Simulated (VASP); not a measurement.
A run of VASP 6.6.1:

Contents of INCAR:

```
SYSTEM = BeZnF4
  PREC = Accurate
  ENCUT = 600
  EDIFF = 1E-7
  ISMEAR = 0
  SIGMA = 0.02
  LREAL = .False.
  LASPH = .True.
  NELM = 100
  ALGO = Normal
  ISIF = 3
  LWAVE = .False.
  LCHARG = .False.
  GGA = PE
  IBRION = 2
  NSW = 100
  EDIFFG = -0.01
```

The input KPOINTS:

```
Automatic mesh
0
Gamma
  6 6 6
  0 0 0
```

The input POSCAR:

```
BeZnF4
1.0
    0.0000000000      4.0165128745      4.0165128745
    4.0165128745      0.0000000000      4.0165128745
    4.0165128745      4.0165128745      0.0000000000
Be Zn F
1 1 4
Direct
    0.7500000000      0.7500000000      0.7500000000
    0.5000000000      0.5000000000      0.5000000000
    0.0870181070      0.6376606310      0.6376606310
    0.6376606310      0.0870181070      0.6376606310
    0.6376606310      0.6376606310      0.0870181070
    0.6376606310      0.6376606310      0.6376606310
```

Potentials or basis: VASP PAW PBE potentials, release 64 (Be, Zn, F).

Command:

```console
$ cat potpaw_PBE.64/Be/POTCAR potpaw_PBE.64/Zn/POTCAR potpaw_PBE.64/F/POTCAR > POTCAR
$ mpirun -np 1 vasp_std > vasp.out
```

Hardware: 1 thread of Intel(R) Xeon(R) Platinum 8488C (Sapphire Rapids), with other jobs on the host.

Task: Estimate the wall time of this run.

Result: Wall time 2.5 min on 1 thread of Intel(R) Xeon(R) Platinum 8488C (Sapphire Rapids), on a shared host, peak memory 0.36 GiB. Counts: scf iterations 31, k points 16, ion steps 3.
